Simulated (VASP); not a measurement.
Input:

```cif
data_Al8Pt4
_chemical_formula_sum 'Al8 Pt4'
_space_group_name_H-M_alt 'Fm-3m'
_space_group_IT_number 225
_space_group_name_Hall '-F 4 2 3'
_cell_length_a 5.94279
_cell_length_b 5.94279
_cell_length_c 5.94279
_cell_angle_alpha 90.000
_cell_angle_beta 90.000
_cell_angle_gamma 90.000
loop_
_atom_site_label
_atom_site_type_symbol
_atom_site_symmetry_multiplicity
_atom_site_Wyckoff_symbol
_atom_site_fract_x
_atom_site_fract_y
_atom_site_fract_z
_atom_site_occupancy
Al1 Al 8 c 0.25000 0.25000 0.25000 1
Pt1 Pt 4 a 0.00000 0.00000 0.00000 1
```
(The calculation used a cell of 3 atoms; values per cell refer to that cell.)

Computed with PBE GGA, VASP's PBE PAW potentials (set 64) (plane waves; VASP 6.6.1). Settings: 480 eV cut-off, 8×8×8 Γ-centred mesh, first-order Methfessel-Paxton smearing of 0.10 eV, potentials Al Pt.

Each relaxation starts from this cell; other phases were not tried.

Problem. The cell is relaxed at 1 GPa. What happens?

Solution. The volume per atom goes from 17.49 to 17.37 Å³ (-0.7 %), and the cell becomes a = 5.9286 Å, b = 5.9286 Å, c = 5.9286 Å, α = 90.00°, β = 90.00°, γ = 90.00°, space group Fm-3m.

Problem. The cell is relaxed at 2 GPa. What happens?

Solution. The volume per atom goes from 17.49 to 17.24 Å³ (-1.4 %), and the cell becomes a = b = c = 5.914 Å, α = β = γ = 90.00°, space group Fm-3m.

Failed runs are left out, and for metals the shear rows, which the mesh's noise covers.

The compound is PtAl2 in the fluorite structure.
